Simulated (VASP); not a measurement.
Crystal: NaMg6Cr.

```
CELL_PARAMETERS angstrom
5.13718 0.00000 0.00000
0.00000 3.21353 5.49057
0.00000 -3.21353 5.49057
ATOMIC_POSITIONS crystal
Cr 0.50000 0.33347 0.33347
Mg 0.00000 0.17118 0.17118
Mg 0.00000 0.66434 0.66434
Mg 0.00000 0.17624 0.65433
Mg 0.00000 0.65433 0.17624
Mg 0.50000 0.33311 0.83347
Mg 0.50000 0.83347 0.33311
Na 0.50000 0.83386 0.83386
```

The cell comes from a database or a generator and needn't be the stable form of this composition.

* Program: VASP 6.6.1
* Task: single point
* Functional: PBE
* Potentials or basis: VASP PAW PBE potentials, release 64 (Cr_pv, Mg, Na_pv)
* Cutoff: 520 eV
* k mesh: 5 × 5 × 5
* Occupations: fermi-dirac, width 0.05 eV
* Spin: collinear spin, ferromagnetic start
* Starting moments: [3.0, 0.0, 0.0, 0.0, 0.0, 0.0, 0.0, 0.0] μB

On this cell: pressure 0.1 GPa; largest force 0.028 eV/Å; net moment 4.44 μB per cell; site moments Cr +3.85; Mg -0.01, +0.01; Na -0.00 μB; band gap on the k mesh none (metal or under the smearing width).

The same run follows on a disturbed copy (atoms moved at random, drawn with an rms of 0.05 Å):

```
Cr Mg Na
1.0
     5.13718    0.00000    0.00000
     0.00000    3.21353    5.49057
     0.00000   -3.21353    5.49057
Cr Mg Na
1 6 1
Direct
  0.49984 0.32996 0.33814
  0.00050 0.17825 0.16532
  0.00264 0.66206 0.65750
  0.00367 0.17990 0.64966
  0.99803 0.65079 0.17687
  0.49784 0.34483 0.83005
  0.49559 0.82768 0.32971
  0.49796 0.84122 0.83340
```

Q: What changes?

A: The energy (extrapolated to zero smearing) moves by +2.6 meV/atom; pressure 0.2 GPa; largest force 0.189 eV/Å; net moment 4.43 μB per cell; site moments Cr +3.85; Mg -0.01, +0.01; Na -0.00 μB; band gap on the k mesh none (metal or under the smearing width).

Forces in eV/Å, atoms in the order of the input:
```
Cr   0.010  0.101 -0.014
Mg  -0.034 -0.109 -0.112
Mg  -0.089  0.065  0.154
Mg  -0.068 -0.103 -0.011
Mg  -0.010  0.120 -0.030
Mg   0.070 -0.127 -0.068
Mg   0.070  0.063  0.143
Na   0.050 -0.010 -0.062
```

Stress tensor (GPa, compression positive):
```
-0.07 -0.02 -0.01
-0.02  0.51 -0.03
-0.01 -0.03  0.21
```
